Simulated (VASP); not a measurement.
Output of a VASP run:

**OSZICAR**
```
       N       E                     dE             d eps       ncg     rms          rms(c)
DAV:   1     0.516738247643E+02    0.51674E+02   -0.63249E+03  1196   0.951E+02
DAV:   2    -0.394365415939E+02   -0.91110E+02   -0.88422E+02  1606   0.181E+02
DAV:   3    -0.464772577672E+02   -0.70407E+01   -0.69905E+01  1500   0.548E+01
DAV:   4    -0.465507285712E+02   -0.73471E-01   -0.73363E-01  1338   0.652E+00
DAV:   5    -0.465514899375E+02   -0.76137E-03   -0.76113E-03  1438   0.650E-01    0.698E+00
DAV:   6    -0.437834220628E+02    0.27681E+01   -0.34754E-01  1210   0.566E+00    0.493E+00
DAV:   7    -0.414866644243E+02    0.22968E+01   -0.13234E+00  1312   0.765E+00    0.177E+00
DAV:   8    -0.427528504956E+02   -0.12662E+01   -0.41345E-01  1210   0.524E+00    0.477E-01
DAV:   9    -0.428382037601E+02   -0.85353E-01   -0.25442E-01  1228   0.427E+00    0.202E-01
DAV:  10    -0.429814045995E+02   -0.14320E+00   -0.10651E-01  1200   0.315E+00    0.142E-01
DAV:  11    -0.429835209691E+02   -0.21164E-02   -0.12975E-03  1420   0.314E-01    0.834E-02
DAV:  12    -0.429782821796E+02    0.52388E-02   -0.16016E-03  1222   0.400E-01    0.689E-02
DAV:  13    -0.429855321792E+02   -0.72500E-02   -0.16155E-03  1208   0.405E-01    0.212E-02
DAV:  14    -0.429864097593E+02   -0.87758E-03   -0.30057E-04  1216   0.184E-01    0.139E-02
DAV:  15    -0.429864537836E+02   -0.44024E-04   -0.14334E-05  1418   0.363E-02    0.107E-02
DAV:  16    -0.429864540987E+02   -0.31512E-06   -0.32489E-06  1226   0.209E-02
   1 F= -.42986454E+02 E0= -.42986454E+02  d E =-.156921E-13  mag=     0.0000     0.0000    -0.0000
       N       E                     dE             ncg
       N       E                     dE             ncg
```

### OUTCAR
```
------------------------ aborting loop because EDIFF is reached ----------------------------------------
  FORCE on cell =-STRESS in cart. coord.  units (eV):
  Direction    XX          YY          ZZ          XY          YZ          ZX
  --------------------------------------------------------------------------------------
  Total       -0.0010853     -0.0010853      0.0626781      0.0000000     -0.0000000      0.0000000
  in kB       -0.0198750     -0.0198750      1.1478174      0.0000000     -0.0000000      0.0000000
  external PRESSURE =       0.3693558 kB  Pullay stress =       0.0000000 kB
  volume of cell :       87.49
      direct lattice vectors                 reciprocal lattice vectors
     2.250673368 -3.898280609  0.000000000     0.222155737 -0.128261675  0.000000000
     2.250673368  3.898280609  0.000000000     0.222155737  0.128261675  0.000000000
     0.000000000  0.000000000  4.985839768     0.000000000  0.000000000  0.200568018
 POSITION                                       TOTAL-FORCE (eV/Angst)
 -----------------------------------------------------------------------------------
      0.48963      0.84806      3.32389         0.008778      0.015205      0.000000
      3.52210      0.00000      0.00000        -0.017557      0.000000      0.000000
      0.48963     -0.84806      1.66194         0.008778     -0.015205     -0.000000
 -----------------------------------------------------------------------------------
    total drift:                               -0.000199      0.000000     -0.000000
  FREE ENERGIE OF THE ION-ELECTRON SYSTEM (eV)
  ---------------------------------------------------
  free  energy   TOTEN  =       -42.9864540987 eV

  energy  without entropy=      -42.9864540987  energy(sigma->0) =      -42.98645410

 Ion:    1  E_soc:     -0.0428911

 Ion:    2  E_soc:     -0.0428911

 Ion:    3  E_soc:     -0.0428911
```
(Selected blocks of OUTCAR.)

**POSCAR**
```
Se
1
    2.2506733677    -3.8982806088     0.0000000000
    2.2506733677     3.8982806088     0.0000000000
    0.0000000000     0.0000000000     4.9858397680
Se
3
Direct
  0.0000000000   0.2175462923   0.6666670000
  0.7824537077   0.7824537077   0.0000000000
  0.2175462923   0.0000000000   0.3333330000
```

Question: Reconstruct the remaining input files.

Answer: This is not unique; one that fits is the input of the run itself, r2SCAN meta-GGA with spin-orbit coupling, plane waves, VASP's PBE PAW potentials (set 64).

KPOINTS:
```
Automatic mesh
0
Gamma
5 5 4
0 0 0
```

INCAR:
```
! general
SYSTEM    =Se
PREC      =Accurate
ENCUT     =400
LREAL     =.FALSE.
LASPH     =.TRUE.

! electronic loop
EDIFF     =1E-6
NELM      =100
ALGO      =Normal
LMAXMIX   =4
LMIXTAU   =.TRUE.

! smearing
ISMEAR    =0
SIGMA     =0.05

! functional
METAGGA   =R2SCAN
GGA_COMPAT=.FALSE.

! spin
MAGMOM    =9*0
LSORBIT   =.TRUE.

! output
LWAVE     =.FALSE.
LCHARG    =.FALSE.
```

KPOINTS_OPT:
```
k-points along high-symmetry lines
5
Line-mode
Reciprocal
  0.000000   0.000000   0.000000 ! GAMMA
  0.500000   0.000000   0.000000 ! M

  0.500000   0.000000   0.000000 ! M
  0.333333   0.333333   0.000000 ! K

  0.333333   0.333333   0.000000 ! K
  0.000000   0.000000   0.000000 ! GAMMA

  0.000000   0.000000   0.000000 ! GAMMA
  0.000000   0.000000   0.500000 ! A

  0.000000   0.000000   0.500000 ! A
  0.500000   0.000000   0.500000 ! L

  0.500000   0.000000   0.500000 ! L
  0.333333   0.333333   0.500000 ! H

  0.333333   0.333333   0.500000 ! H
  0.000000   0.000000   0.500000 ! A

  0.500000   0.000000   0.500000 ! L
  0.500000   0.000000   0.000000 ! M

  0.333333   0.333333   0.500000 ! H
  0.333333   0.333333   0.000000 ! K
```

POTCAR, in this order: Se (PBE.64 set). Program: vasp_ncl.

The compound is Se in the trig structure. It was relaxed first, which changed the volume by +7 %.
